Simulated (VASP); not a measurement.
Method: PBEsol GGA, VASP's PBE PAW potentials (set 64) (plane waves; VASP).

A VASP calculation is set up with these files.

File KPOINTS:
```
Automatic mesh
0
Gamma
  10 10 10
```

INCAR:
```
SYSTEM  =  Tb(GePd)2
PREC  =  Accurate; ENCUT  =  480; LREAL  =  .False.
LASPH  =  .True.
EDIFF  =  1E-7; NELM  =  100; ALGO  =  Normal
LMAXMIX  =  6
ISMEAR  =  1; SIGMA  =  0.1
GGA  =  PS
ISIF  =  2
LWAVE  =  .False.; LCHARG  =  .False.
```

**POSCAR**
```
Tb(GePd)2
5.8474090
 -0.3556504186   0.3556504186   0.8643064576
  0.3556504186  -0.3556504186   0.8643064576
  0.3610254879   0.3610254879  -0.8643064576
Tb Ge Pd
1 2 2
Cartesian
  0.3610254879   0.3610254879   0.8643064576
  0.0000000000  -0.0000000000   1.0698857820
  0.3610254879   0.3610254879  -0.2055793245
  0.0026875346   0.3583379532   0.4321532288
  0.3583379532   0.0026875346   0.4321532288
```

POTCAR, in this order: Tb_3 Ge_d Pd (PBE.64 set). Program: vasp_std.

The run wrote:

### OUTCAR
```
 ion  position               nearest neighbor table
   1  0.000  0.000  0.000-   2 3.18   2 3.18   3 3.18   3 3.18   2 3.22   2 3.22   3 3.22   3 3.22
                             5 3.28   4 3.28   5 3.28   4 3.28   4 3.28   4 3.28   5 3.28   5 3.28
   2  0.619  0.619  0.000-   3 2.40   4 2.48   5 2.48   4 2.48   5 2.48   1 3.18   1 3.18   1 3.22
                             1 3.22
   3  0.381  0.381  0.000-   2 2.40   4 2.48   5 2.48   5 2.48   4 2.48   1 3.18   1 3.18   1 3.22
                             1 3.22
   4  0.750  0.250  0.500-   3 2.48   2 2.48   3 2.48   2 2.48   5 2.94   5 2.94   5 2.99   5 2.99
                             1 3.28   1 3.28   1 3.28   1 3.28
   5  0.250  0.750  0.500-   3 2.48   2 2.48   3 2.48   2 2.48   4 2.94   4 2.94   4 2.99   4 2.99
                             1 3.28   1 3.28   1 3.28   1 3.28
  LATTYP: Found a face centered orthorhombic cell.
 ALAT       =     5.8820916830
 B/A-ratio  =     1.0151133501
 C/A-ratio  =     1.7184204637
 Subroutine PRICEL returns:
 Original cell was already a primitive cell.
 Subroutine GETGRP returns: Found  8 space group operations
The static configuration has the point symmetry D_2h.
The dynamic configuration has the point symmetry D_2h.
 Subroutine INISYM returns: Found  8 space group operations
 Subroutine IBZKPT returns following result:
 Found    171 irreducible k-points:

 Following reciprocal coordinates:
...
```

File OSZICAR:
```
       N       E                     dE             d eps       ncg     rms          rms(c)
DAV:   1     0.500663790212E+03    0.50066E+03   -0.25623E+04 14074   0.343E+03
DAV:   2     0.452914731195E+02   -0.45537E+03   -0.44542E+03 11660   0.787E+02
DAV:   3    -0.280071220595E+02   -0.73299E+02   -0.71699E+02 12748   0.190E+02
DAV:   4    -0.321761394263E+02   -0.41690E+01   -0.41248E+01 14530   0.515E+01
DAV:   5    -0.322778186235E+02   -0.10168E+00   -0.10148E+00 14272   0.840E+00    0.260E+01
DAV:   6    -0.315174125640E+02    0.76041E+00   -0.96777E+00 12912   0.185E+01    0.141E+01
DAV:   7    -0.311586588748E+02    0.35875E+00   -0.33548E+00 13826   0.133E+01    0.856E+00
DAV:   8    -0.310740591526E+02    0.84600E-01   -0.34495E-01 13752   0.452E+00    0.176E+00
DAV:   9    -0.310657057005E+02    0.83535E-02   -0.90198E-02 15414   0.236E+00    0.452E-01
DAV:  10    -0.310641485720E+02    0.15571E-02   -0.14494E-02 12720   0.923E-01    0.144E-01
DAV:  11    -0.310641897769E+02   -0.41205E-04   -0.69653E-04 16428   0.232E-01    0.470E-02
DAV:  12    -0.310641933442E+02   -0.35673E-05   -0.92441E-05 14946   0.634E-02    0.364E-02
DAV:  13    -0.310641874744E+02    0.58697E-05   -0.29386E-05 13844   0.373E-02    0.586E-03
DAV:  14    -0.310641878850E+02   -0.41053E-06   -0.17977E-06 13508   0.741E-03    0.438E-03
DAV:  15    -0.310641878208E+02    0.64173E-07   -0.13060E-07  8508   0.291E-03
   1 F= -.31064188E+02 E0= -.31064481E+02  d E =0.879028E-03
```

### OUTCAR
```
------------------------ aborting loop because EDIFF is reached ----------------------------------------
  FORCE on cell =-STRESS in cart. coord.  units (eV):
  Direction    XX          YY          ZZ          XY          YZ          ZX
  --------------------------------------------------------------------------------------
  Total        0.3008119      0.3008119      0.2032711     -0.1793161      0.0000000      0.0000000
  in kB        5.4303306      5.4303306      3.6694996     -3.2370581      0.0000000      0.0000000
  external PRESSURE =       4.8433869 kB  Pullay stress =       0.0000000 kB
  volume of cell :       88.75
      direct lattice vectors                 reciprocal lattice vectors
    -2.079633458  2.079633458  5.053953359    -0.001789779  0.238637205  0.098932452
     2.079633458 -2.079633458  5.053953359     0.238637205 -0.001789779  0.098932452
     2.111063687  2.111063687 -5.053953359     0.236847426  0.236847426  0.000000000
 POSITION                                       TOTAL-FORCE (eV/Angst)
 -----------------------------------------------------------------------------------
      0.00000      0.00000      0.00000         0.000000      0.000000      0.000000
      0.00000      0.00000      6.25606        -0.000000     -0.000000      0.015249
      0.00000      0.00000      3.85185        -0.000000     -0.000000     -0.015249
      0.01572      2.09535      2.52698         0.000000      0.000000      0.000000
      2.09535      0.01572      2.52698         0.000000      0.000000      0.000000
 -----------------------------------------------------------------------------------
    total drift:                               -0.000000      0.000000      0.000000
  FREE ENERGIE OF THE ION-ELECTRON SYSTEM (eV)
  ---------------------------------------------------
  free  energy   TOTEN  =       -31.0641878208 eV

  energy  without entropy=      -31.0650668485  energy(sigma->0) =      -31.06448083
```
(Selected blocks of OUTCAR.)

The 4f electrons are frozen in the core of the lanthanide potential, so 4f levels, which can set the real gap, and their magnetism are missing.

The structure comes from a computed database's Pd2TbGe2 entry (I4/mmm); how it stands against other phases isn't given here. This cell was strained or had an atom moved on purpose. The electron count is odd and the run is not spin-polarised, which forces a metal.
